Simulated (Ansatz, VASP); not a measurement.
## La2Zr3O: VASP beside Ansatz

```
La Zr O
1.0
     5.54560    0.00000    0.00000
    -2.77280    4.80263    0.00000
     0.00000    0.00000    6.18149
La Zr O
2 3 1
Direct
  0.33333 0.66667 0.00000
  0.66667 0.33333 0.00000
  0.50000 0.00000 0.50000
  0.50000 0.50000 0.50000
  0.00000 0.50000 0.50000
  0.00000 0.00000 0.00000
```

Change from the starting cell: species swapped into the YCo3B2 type (P6/mmm, No. 191).

Alike in both runs: functional PBE; k mesh 3 × 3 × 6; occupations gaussian, width 0.1 eV; no spin polarisation.

Ansatz relaxed the structure, and its values are those at the end. VASP's run is a single point on that final structure, the one shown.

|  | VASP | Ansatz |
| --- | --- | --- |
| version | VASP 6.6.1 | Ansatz 0.2.0 |
| potentials or method | VASP PAW PBE potentials, release 64 (La, Zr_sv, O) | scalar-relativistic, plane waves, PAW |
| plane-wave cutoff (eV) | 520 | 420 |
| valence electrons in the cell | 64 | 64 |

```tsv
	VASP	Ansatz	Ansatz less VASP
gap on the k mesh at the Fermi level (eV)	none	none	-
pressure (GPa)	0.0	0.0	-0.01
```

A gap of «none» marks a metal or a gap that the smearing closes.

Caveats: the k mesh is coarse (spacing up to 0.44 Å⁻¹), so the values aren't converged. Spin-orbit coupling is left out, which matters for the levels of La.
